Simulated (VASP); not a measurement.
Output of a VASP run:

**OUTCAR**
```
 ion  position               nearest neighbor table
   1  0.333  0.667  0.250-   2 2.66   2 2.66   2 2.66   2 2.66   2 2.66   2 2.66
   2  0.667  0.333  0.750-   1 2.66   1 2.66   1 2.66   1 2.66   1 2.66   1 2.66
  LATTYP: Found a hexagonal cell.
 ALAT       =     2.7197073974
 C/A-ratio  =     1.5763244175
 Subroutine PRICEL returns:
 Original cell was already a primitive cell.
 Subroutine GETGRP returns: Found 24 space group operations
The static configuration has the point symmetry D_3d.
 The point group associated with its full space group is D_6h.
The dynamic configuration has the point symmetry D_3d.
 Subroutine INISYM returns: Found 24 space group operations
 Subroutine IBZKPT returns following result:
 Found    120 irreducible k-points:

 Following reciprocal coordinates:
            Coordinates               Weight
  0.000000  0.000000  0.000000      1.000000
  0.071429 -0.000000  0.000000      6.000000
  0.142857 -0.000000  0.000000      6.000000
  0.214286  0.000000  0.000000      6.000000
  0.285714  0.000000  0.000000      6.000000
  0.357143 -0.000000  0.000000      6.000000
  0.428571  0.000000  0.000000      6.000000
  0.500000 -0.000000  0.000000      3.000000
  0.071429  0.071429  0.000000      6.000000
  0.142857  0.071429  0.000000     12.000000
  0.214286  0.071429  0.000000     12.000000
  0.285714  0.071429  0.000000     12.000000
  0.357143  0.071429  0.000000     12.000000
  0.428571  0.071429  0.000000     12.000000
  0.142857  0.142857  0.000000      6.000000
  0.214286  0.142857  0.000000     12.000000
  0.285714  0.142857  0.000000     12.000000
  0.357143  0.142857  0.000000     12.000000
  0.428571  0.142857  0.000000      6.000000
  0.214286  0.214286  0.000000      6.000000
  0.285714  0.214286  0.000000     12.000000
  0.357143  0.214286  0.000000     12.000000
  0.285714  0.285714  0.000000      6.000000
  0.357143  0.285714  0.000000      6.000000
  0.000000  0.000000  0.125000      2.000000
  0.071429 -0.000000  0.125000     12.000000
  0.142857 -0.000000  0.125000     12.000000
  0.214286  0.000000  0.125000     12.000000
  0.285714  0.000000  0.125000     12.000000
  0.357143 -0.000000  0.125000     12.000000
  0.428571  0.000000  0.125000     12.000000
  0.500000 -0.000000  0.125000      6.000000
  0.071429  0.071429  0.125000     12.000000
  0.142857  0.071429  0.125000     24.000000
  0.214286  0.071429  0.125000     24.000000
  0.285714  0.071429  0.125000     24.000000
  0.357143  0.071429  0.125000     24.000000
  0.428571  0.071429  0.125000     24.000000
  0.142857  0.142857  0.125000     12.000000
  0.214286  0.142857  0.125000     24.000000
   k-points           NKPTS =    120   k-points in BZ     NKDIM =    120   number of bands    NBANDS=     12
   number of dos      NEDOS =    301   number of ions     NIONS =      2
   total plane-waves  NPLWV =   9072
   dimension x,y,z NGX =    18 NGY =   18 NGZ =   28
   dimension x,y,z NGXF=    36 NGYF=   36 NGZF=   56
   ions per type =               2
   PREC   = accura    normal or accurate (medium, high low for compatibility)
   ISTART =      0    job   : 0-new  1-cont  2-samecut
   ICHARG =      2    charge: 1-file 2-atom 10-const
   ISPIN  =      1    spin polarized calculation?
   LNONCOLLINEAR =      F non collinear calculations
   LSORBIT =      F    spin-orbit coupling
   INIWAV =      1    electr: 0-lowe 1-rand  2-diag
   ENCUT  =  400.0 eV  29.40 Ry    5.42 a.u.   4.44  4.44  6.99*2*pi/ulx,y,z
   NELM   =    100;   NELMIN=  2; NELMDL= -5     # of ELM steps
   EDIFF  = 0.1E-07   stopping-criterion for ELM
   LREAL  =      F    real-space projection
   NLSPLINE    = F    spline interpolate recip. space projectors
   LMAXMIX     =    6 max onsite mixed and CHGCAR
   VOSKOWN=      0    Vosko Wilk Nusair interpolation
   EDIFFG = -.1E-02   stopping-criterion for IOM
   NSW    =     30    number of steps for IOM
...
```

### OSZICAR
```
       N       E                     dE             d eps       ncg     rms          rms(c)
DAV:   1     0.753986642971E+02    0.75399E+02   -0.66627E+03  2888   0.103E+03
DAV:   2    -0.219197797272E+02   -0.97318E+02   -0.87745E+02  3168   0.351E+02
DAV:   3    -0.267933326882E+02   -0.48736E+01   -0.45388E+01  3420   0.655E+01
DAV:   4    -0.268940361102E+02   -0.10070E+00   -0.99831E-01  3092   0.873E+00
DAV:   5    -0.268950848483E+02   -0.10487E-02   -0.10481E-02  3332   0.771E-01    0.345E+01
DAV:   6    -0.256503830075E+02    0.12447E+01   -0.13982E+00  3068   0.110E+01    0.154E+01
DAV:   7    -0.253071567246E+02    0.34323E+00   -0.86572E-01  3212   0.843E+00    0.848E-01
DAV:   8    -0.252987618479E+02    0.83949E-02   -0.82694E-03  2940   0.753E-01    0.362E-01
DAV:   9    -0.252967944241E+02    0.19674E-02   -0.16128E-03  3084   0.450E-01    0.570E-02
DAV:  10    -0.252968075712E+02   -0.13147E-04   -0.25844E-05  3340   0.437E-02    0.112E-02
DAV:  11    -0.252967995624E+02    0.80089E-05   -0.25728E-06  2992   0.200E-02    0.127E-03
DAV:  12    -0.252967995010E+02    0.61370E-07   -0.89444E-08  3160   0.268E-03    0.256E-04
DAV:  13    -0.252967994965E+02    0.45254E-08   -0.38396E-09  1560   0.741E-04
   1 F= -.25296799E+02 E0= -.25296508E+02  d E =-.252968E+02
```

File OUTCAR:
```
------------------------ aborting loop because EDIFF is reached ----------------------------------------
  FORCE on cell =-STRESS in cart. coord.  units (eV):
  Direction    XX          YY          ZZ          XY          YZ          ZX
  --------------------------------------------------------------------------------------
  Total       -0.0050532     -0.0050531     -0.0124150      0.0000000      0.0000000     -0.0000000
  in kB       -0.2948017     -0.2948016     -0.7242936      0.0000000      0.0000000     -0.0000000
  external PRESSURE =      -0.4379656 kB  Pullay stress =       0.0000000 kB
  volume of cell :       27.46
      direct lattice vectors                 reciprocal lattice vectors
     1.359853850 -2.355335610  0.000000000     0.367686572 -0.212283973  0.000000000
     1.359853850  2.355335610  0.000000000     0.367686572  0.212283973  0.000000000
     0.000000000  0.000000000  4.287141179     0.000000000  0.000000000  0.233255673
 POSITION                                       TOTAL-FORCE (eV/Angst)
 -----------------------------------------------------------------------------------
      1.35985      0.78511      1.07179         0.000000      0.000000      0.000000
      1.35985     -0.78511      3.21536         0.000000     -0.000000      0.000000
 -----------------------------------------------------------------------------------
    total drift:                               -0.000000      0.000023     -0.000020
  FREE ENERGIE OF THE ION-ELECTRON SYSTEM (eV)
  ---------------------------------------------------
  free  energy   TOTEN  =       -25.2967994965 eV

  energy  without entropy=      -25.2959264107  energy(sigma->0) =      -25.29650847

 reached required accuracy - stopping structural energy minimisation
```
(Selected blocks of OUTCAR.)

### POSCAR
```
Os
1
    1.3598538495    -2.3553356099     0.0000000000
    1.3598538495     2.3553356099    -0.0000000000
   -0.0000000000    -0.0000000000     4.2871411789
Os
2
Direct
  0.3333330000   0.6666670000   0.2500000000
  0.6666670000   0.3333330000   0.7500000000
```

**Question.** Reconstruct the remaining input files.

**Answer.** This is not unique; one that fits is the input of the run itself, LDA (Ceperley-Alder, Perdew-Zunger), plane waves, VASP's LDA PAW potentials (set 64).

### INCAR
```
SYSTEM  =  Os
PREC  =  Accurate; ENCUT  =  400; LREAL  =  .False.
LASPH  =  .True.
EDIFF  =  1E-8; NELM  =  100; ALGO  =  Normal
LMAXMIX  =  6
ISMEAR  =  1; SIGMA  =  0.1
IBRION  =  1; NSW  =  30; ISIF  =  2
EDIFFG  =  -0.001
LWAVE  =  .False.; LCHARG  =  .False.
```

KPOINTS:
```
Automatic
0
G
  14 14 8
0 0 0
```

POTCAR, in this order: Os (LDA.64 set). Program: vasp_std.

The compound is Os in the hcp structure. It was relaxed first. The start is the result of an earlier pass.
